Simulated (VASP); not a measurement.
These are SCAN meta-GGA, VASP's PBE PAW potentials (set 64) (plane waves; VASP) values and carry that method's errors.

The input files of a VASP run:

### POSCAR
```
SiO2
1
    4.1938818509    -0.0000000000     0.0000000000
   -0.0000000000     4.1938818509     0.0000000000
    0.0000000000     0.0000000000     2.6825246477
Si O
2 4
Direct
  0.0000000000   0.0000000000   0.0000000000
  0.5000000000   0.5000000000   0.5000000000
  0.3057128375   0.3057128375   0.0000000000
  0.8057128375   0.1942871625   0.5000000000
  0.1942871625   0.8057128375   0.5000000000
  0.6942871625   0.6942871625   0.0000000000
```

### INCAR
```
SYSTEM=SiO2
PREC=Accurate; ENCUT=520; LREAL=.FALSE.
LASPH=.TRUE.
EDIFF=1E-6; NELM=100; ALGO=Normal
LMIXTAU=.TRUE.
ISMEAR=0; SIGMA=0.05
METAGGA=SCAN
IBRION=2; NSW=60; ISIF=3
EDIFFG=-0.02
LWAVE=.FALSE.; LCHARG=.FALSE.
```

KPOINTS:
```
Automatic mesh
0
Gamma
5 5 7
0 0 0
```

POTCAR, in this order: Si O (PBE.64 set). Program: vasp_std.

Q: What will the output report for the number of irreducible k-points (NKPTS), largest plane-wave count, number of space-group operations, FFT grid (NGX, NGY, NGZ)?

A: 
```
Item                                          Result
--------------------------------------  ------------
number of irreducible k-points (NKPTS)            24
largest plane-wave count                        1280
number of space-group operations                  16
FFT grid (NGX, NGY, NGZ)                32 × 32 × 20
```

The compound is SiO2 in the rutile structure, stishovite, a high-pressure form. This run relaxes it. Symmetry was kept, so distortions that lower it aren't found. The start is the result of an earlier pass.
